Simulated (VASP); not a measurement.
A VASP calculation is set up with these files.

### INCAR
```
# general
SYSTEM   =  PtS2
PREC     =  Accurate
ENCUT    =  500
LREAL    =  .FALSE.
LASPH    =  .TRUE.

# electronic loop
EDIFF    =  1E-6
NELM     =  100
ALGO     =  Normal
LMAXMIX  =  6

# smearing
ISMEAR   =  1
SIGMA    =  0.1

# functional
GGA      =  PS

# ions
IBRION   =  2
NSW      =  40
ISIF     =  3
EDIFFG   =  -0.02
PSTRESS  =  450

# output
LWAVE    =  .FALSE.
LCHARG   =  .FALSE.
```

File KPOINTS:
```
Automatic mesh
0
Gamma
10 10 8
0 0 0
```

**POSCAR**
```
PtS2
1
    1.6970393584    -2.9393590677    -0.0000000000
    1.6970393584     2.9393590677     0.0000000000
    0.0000000000     0.0000000000     3.8672117547
Pt S
1 2
Direct
  1.0000000000   0.0000000000   0.0000000000
  0.3333330000   0.6666670000   0.3043332346
  0.6666670000   0.3333330000   0.6956667654
```

POTCAR, in this order: Pt S (PBE.64 set). Program: vasp_std.

Problem. Write an equivalent input for Quantum ESPRESSO's pw.x.

Solution. One equivalent input (not run):
```
&CONTROL
  calculation = 'vc-relax'
  pseudo_dir = './pseudo'
  outdir = './out'
  tprnfor = .true.
  tstress = .true.
  nstep = 40
  forc_conv_thr = 0.00078
/
&SYSTEM
  ibrav = 0
  nat = 3
  ntyp = 2
  ecutwfc = 84
  occupations = 'smearing'
  smearing = 'methfessel-paxton'
  degauss = 0.00735
  input_dft = 'pbesol'
/
&ELECTRONS
  conv_thr = 7.3e-08
  electron_maxstep = 100
/
&IONS
/
&CELL
  press = 450
/
ATOMIC_SPECIES
  Pt 195.084 Pt.upf
  S 32.060 S.upf
CELL_PARAMETERS angstrom
     1.6970394   -2.9393591   -0.0000000
     1.6970394    2.9393591    0.0000000
     0.0000000    0.0000000    3.8672118
ATOMIC_POSITIONS crystal
  Pt   1.0000000  0.0000000  0.0000000
  S    0.3333330  0.6666670  0.3043332
  S    0.6666670  0.3333330  0.6956668
K_POINTS automatic
  10 10 8 0 0 0
```
What does not carry over: the potentials are each code's own (VASP's PAW set, PseudoDojo norm-conserving files in pw.x), so ENCUT and ecutwfc are chosen apart and not converted; conv_thr bounds pw.x's estimated SCF error, while EDIFF bounds the energy change between steps; forc_conv_thr acts on force components and is met together with etot_conv_thr.

The compound is PtS2 in the 1T layered structure. It was relaxed first under an external pressure of 45 GPa.
